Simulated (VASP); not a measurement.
Energy against volume of CuAu (L1_0). Computed with PBE GGA with D4 dispersion, VASP's PBE PAW potentials (set 64) (plane waves; VASP). Settings: 520 eV cut-off, 13×13×10 Γ-centred mesh, first-order Methfessel-Paxton smearing of 0.10 eV, potentials Cu Au.

Shape and ions are relaxed at each volume.

| V (Å³/atom) | E (eV/atom) |
|---|---|
| 13.588 | -4.08749 |
| 14.022 | -4.11081 |
| 14.456 | -4.11818 |
| 14.889 | -4.11243 |

Problem. Fit these four points and predict the energy of the run at 15.323 Å³/atom.

Solution. A cubic in V^(−2/3), the third-order Birch-Murnaghan form, passes through the four points with V0 = 14.47 Å³/atom and B0 = 160 GPa, and gives -4.0959 eV/atom there. The run gave -4.0959 eV/atom, -0.0 meV/atom from the fit; all five points give B0 = 160 GPa.

The compound is CuAu in the L1_0 structure. It was relaxed first.
